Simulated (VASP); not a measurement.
Calculation: LDA (Ceperley-Alder, Perdew-Zunger), VASP's LDA PAW potentials (set 64) (plane waves; VASP).

VASP input:

### INCAR
```
IBRION = 2
SYSTEM = Ag
LMAXMIX = 4   ! l cut-off of mixed one-centre charges
ENCUT = 400   ! plane-wave cut-off (eV)
SIGMA = 0.1   ! width (eV)
ALGO = Normal
PREC = Accurate
ISIF = 3
LWAVE = .FALSE.
LCHARG = .FALSE.
NSW = 60   ! most ionic steps
NELM = 100   ! most electronic steps
EDIFF = 1E-6
LREAL = .FALSE.   ! projection in real space or not
EDIFFG = -0.01   ! ionic stop
LASPH = .TRUE.
ISMEAR = 1
```

File POSCAR:
```
Ag
1.0
  0.0000000000   2.0450000000   2.0450000000
  2.0450000000   0.0000000000   2.0450000000
  2.0450000000   2.0450000000   0.0000000000
Ag
1
Cartesian
  0.0000000000   0.0000000000   0.0000000000
```

KPOINTS:
```
Regular mesh
0
gamma
 14 14 14
0 0 0
```

POTCAR, in this order: Ag (LDA.64 set). Program: vasp_std.

Energy and stress use the plane-wave basis of the starting cell.

### Question
Estimate the energy per atom (σ→0), volume per atom, band gap (on the k-mesh).

### Answer

| Property | Result |
|---|---|
| energy per atom (σ→0) | -3.785 eV/atom |
| band gap (on the k-mesh) | none (metal, semimetal or under 0.01 eV) |
| volume per atom | 16.01 Å³/atom |

### OSZICAR
```
...
DAV:   1    -0.429147620733E+01   -0.53347E+00   -0.98991E+00  1896   0.399E+01    0.468E+00
DAV:   2    -0.380391587994E+01    0.48756E+00   -0.19289E+00  1888   0.155E+01    0.186E+00
DAV:   3    -0.378798809151E+01    0.15928E-01   -0.43069E-02  1942   0.215E+00    0.122E+00
DAV:   4    -0.378444787855E+01    0.35402E-02   -0.37669E-03  1984   0.575E-01    0.112E-01
DAV:   5    -0.378444096351E+01    0.69150E-05   -0.21589E-04  2109   0.123E-01    0.207E-02
DAV:   6    -0.378444694793E+01   -0.59844E-05   -0.48124E-06  2014   0.243E-02    0.592E-04
DAV:   7    -0.378444693665E+01    0.11276E-07   -0.30615E-08   957   0.185E-03
   3 F= -.37844469E+01 E0= -.37845010E+01  d E =-.294003E-01
```

The compound is Ag in the fcc structure. This run relaxes it. Symmetry was kept, so distortions that lower it aren't found.
